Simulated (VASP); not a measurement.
Input of a VASP 6.6.1 run:

Contents of INCAR:

```
SYSTEM = LiBiS3
  PREC = Accurate
  ENCUT = 900
  EDIFF = 1E-6
  ISMEAR = -1
  SIGMA = 0.05
  LREAL = .False.
  LASPH = .True.
  NELM = 60
  ALGO = Normal
  ISIF = 3
  LWAVE = .False.
  LCHARG = .False.
  GGA = PE
  IBRION = 2
  NSW = 40
  EDIFFG = -0.01
```

The input KPOINTS:

```
regular mesh
0
Gamma
  5 5 5
  0 0 0
```

POSCAR

```
LiBiS3
1.0
    4.5614400000      0.0000000000      0.0000000000
    0.0000000000      4.5614400000      0.0000000000
    0.0000000000      0.0000000000      4.5614400000
Li Bi S
1 1 3
Direct
    0.5000000000      0.5000000000      0.5000000000
    0.0000000000      0.0000000000      0.0000000000
    0.5000000000      0.5000000000      0.0000000000
    0.0000000000      0.5000000000      0.5000000000
    0.5000000000      0.0000000000      0.5000000000
```

Potentials or basis: VASP PAW PBE potentials, release 64 (Li_sv, Bi_d, S).

Run with:

```sh
$ cat potpaw_PBE.64/Li_sv/POTCAR potpaw_PBE.64/Bi_d/POTCAR potpaw_PBE.64/S/POTCAR > POTCAR
$ mpirun -np 1 vasp_std > vasp.out
```

Q: Estimate the band gap on the k mesh.

A: None (metal or under the smearing width).

Final structure:
```
CELL_PARAMETERS angstrom
4.56144 0.00000 0.00000
0.00000 4.56144 0.00000
0.00000 0.00000 4.56144
ATOMIC_POSITIONS crystal
Li 0.50000 0.50000 0.50000
Bi 0.00000 0.00000 0.00000
S 0.50000 0.50000 0.00000
S 0.00000 0.50000 0.50000
S 0.50000 0.00000 0.50000
```

Caveat: the relaxation stopped at its first step, so nothing moved; spin-orbit coupling is left out, which moves the levels of the heavy elements.
